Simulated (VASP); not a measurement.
Data:

```xyz
3
Lattice="0.0000 2.8311 2.8421 2.9406 0.0000 2.8421 2.9406 2.8311 0.0000" Properties=species:S:1:pos:R:3 pbc="T T T"
Li     1.4703     1.4155     1.4211
Li     4.4110     4.2466     4.2632
S      0.0412     0.0000     0.0000
```

Computed with PBE GGA, VASP's PBE PAW potentials (set 64) (plane waves; VASP). Numerical set-up: 520 eV cut-off, 6×6×6 Γ-centred mesh, Fermi-Dirac smearing of 0.10 eV, potentials Li_sv S.

Which forces act on the atoms, in eV/Å?

```json
[
 {"atom": "Li1", "Fx": "0.070", "Fy": "0.000", "Fz": "0.000"},
 {"atom": "Li2", "Fx": "0.070", "Fy": "0.000", "Fz": "0.000"},
 {"atom": "S3", "Fx": "-0.141", "Fy": "0.000", "Fz": "0.000"}
]
```

Give the stress tensor in GPa (positive for a compressed cell).

```
-2.39   0.00   0.00
 0.00   0.12   0.00
 0.00   0.00  -0.12
```
The pressure is its mean diagonal, -0.80 GPa.

The compound is Li2S in the antifluorite structure. The cell was not relaxed at this level, atoms are displaced from their ideal sites. The run is one of a series of settings (ISMEAR = -1, SIGMA = 0.1 against the base run), some of them coarse on purpose.
